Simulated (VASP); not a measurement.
Data:

```
PbSe
1.0
    0.00000     3.08739     3.08739
    3.08739     0.00000     3.08739
    3.08739     3.08739     0.00000
Pb Se
1 1
Direct
  0.00000   0.00000   0.00000
  0.50000   0.50000   0.50000
```

Method: r2SCAN meta-GGA with spin-orbit coupling, VASP's PBE PAW potentials (set 64) (plane waves; VASP). Settings: 400 eV cut-off, 7×7×7 Γ-centred mesh, Gaussian smearing of 0.050 eV, potentials Pb_d Se.

**Question.** Estimate the energy per atom (σ→0), band gap (over mesh and band path) with the smallest direct gap where there is one.

**Answer.** 
- band gap (over mesh and band path) = 0.24 eV
- smallest direct gap (over mesh and band path) = 0.24 eV
- energy per atom (σ→0) = -3489.6 kJ/mol of atoms

Only differences to runs with the same potentials and settings are physical.

The compound is PbSe in the rock salt structure. It was relaxed first.
